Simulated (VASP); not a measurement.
An input for Ansatz (written as the equivalent of a VASP run, and not itself run):

Ansatz 0.2 input:
```yaml
crystal:
  lattice:
    - [2.8242990, 0.0000000, 0.0000000]
    - [0.0000000, 2.8242990, 0.0000000]
    - [0.0000000, 0.0000000, 2.8242990]
  atoms:
    - { symbol: Sb, position: [0.0000000, 0.0000000, 0.0000000] }
    - { symbol: N, position: [0.5000000, 0.5000000, 0.5000000] }
kpoints:
  mp_grid: { grid: [5, 5, 5] }
hamiltonian:
  xc: pbe
  pseudopotentials: { kind: paw }
scf:
  occupations: { method: gaussian, width: 0.05 }
  max_iter: 100
output: { forces: true, stress: true, eigenvalues: true }
```

Question: Write the VASP files for the same calculation (PBE).

Answer: One answer among several that fit: 
KPOINTS:
```
Automatic mesh
0
Gamma
5 5 5
0 0 0
```

INCAR:
```
! general
SYSTEM  = SbN
PREC    = Accurate
ENCUT   = 520
LREAL   = .False.
LASPH   = .True.

! electronic loop
EDIFF   = 1E-6
NELM    = 100
ALGO    = Normal
LMAXMIX = 4

! smearing
ISMEAR  = 0
SIGMA   = 0.05

! functional
GGA     = PE

! ions
ISIF    = 2

! output
LWAVE   = .False.
LCHARG  = .False.
```

POSCAR:
```
SbN
2.8242990
  1.0000000000   0.0000000000   0.0000000000
  0.0000000000   1.0000000000   0.0000000000
  0.0000000000   0.0000000000   1.0000000000
Sb N
1 1
Cart
  0.0000000000   0.0000000000   0.0000000000
  0.5000000000   0.5000000000   0.5000000000
```

POTCAR, in this order: Sb N (PBE.64 set). Program: vasp_std.

Limits of the translation: each code has its own PAW files, so the cut-off isn't converted (ENCUT is set for VASP's; basis.ecutwfc is left out, and Ansatz then takes the one that its files recommend); Ansatz stops its SCF on the density residual and VASP on the energy change (EDIFF).

The structure was generated: SbN was put into the CsCl type (Pm-3m), which need not be its known phase. The cell was not relaxed at this level. The k-mesh is coarse (spacing up to 0.44 per Å, 2π included), so the numbers may not be converged in it. The run is one of a series of settings (KPOINTS 5×5×5 Γ-centred mesh against the base run), some of them coarse on purpose.
